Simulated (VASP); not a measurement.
Crystal: Al.

```
Al
1.0
     0.00000    2.02481    2.02481
     2.02481    0.00000    2.02481
     2.02481    2.02481    0.00000
Al
1
Direct
  0.00000 0.00000 0.00000
```

```yaml
Program: VASP 6.6.1
Task: relaxation of cell and atoms
Functional: r2SCAN
Potentials_or_basis: VASP PAW PBE potentials, release 64 (Al)
Cutoff: 520 eV
k_mesh: 18 × 18 × 18
Occupations: gaussian, width 0.1 eV
Spin: no spin polarisation
```

At the start: pressure -3.9 GPa; volume 16.60 Å³/atom.

How do energy, volume and symmetry change on relaxing?

Over 17 steps the energy falls by 9.7 meV/atom and the volume is 15.84 Å³/atom (-4.6 %); space group Fm-3m (No. 225, to 0.05 Å).

The path:
| step | energy change (eV) | largest force (eV/Å) | pressure (GPa) | volume (Å³) |
| --- | --- | --- | --- | --- |
| 1 | 0.0000 | 0.0000 | -3.87 | 16.60 |
| 2 | -0.0090 | 0.0000 | 1.15 | 15.66 |
| 3 | -0.0097 | 0.0000 | 0.04 | 15.84 |
| 4 | -0.0097 | 0.0000 | -0.05 | 15.86 |
| 5 | -0.0097 | 0.0000 | -0.05 | 15.86 |
| 6 | -0.0097 | 0.0000 | -0.05 | 15.86 |
| 7 | -0.0097 | 0.0000 | -0.05 | 15.86 |
| 8 | -0.0097 | 0.0000 | -0.05 | 15.86 |
| 9 | -0.0097 | 0.0000 | -0.05 | 15.86 |
| 10 | -0.0097 | 0.0000 | -0.05 | 15.86 |
| 11 | -0.0097 | 0.0000 | -0.05 | 15.86 |
| 12 | -0.0097 | 0.0000 | -0.05 | 15.86 |
| 13 | -0.0097 | 0.0000 | -0.04 | 15.86 |
| 14 | -0.0097 | 0.0000 | -0.04 | 15.85 |
| 15 | -0.0097 | 0.0000 | -0.04 | 15.85 |
| 16 | -0.0097 | 0.0000 | -0.02 | 15.85 |
| 17 | -0.0097 | 0.0000 | 0.02 | 15.84 |

Final structure:
```yaml
crystal:
  lattice:
    - [0.00000, 1.99351, 1.99351]
    - [1.99351, 0.00000, 1.99351]
    - [1.99351, 1.99351, 0.00000]
  atoms:
    - { symbol: Al, position: [0.00000, 0.00000, 0.00000] }
```

Caveat: the PAW data sets were made with another functional, which shifts forces and pressure a little.
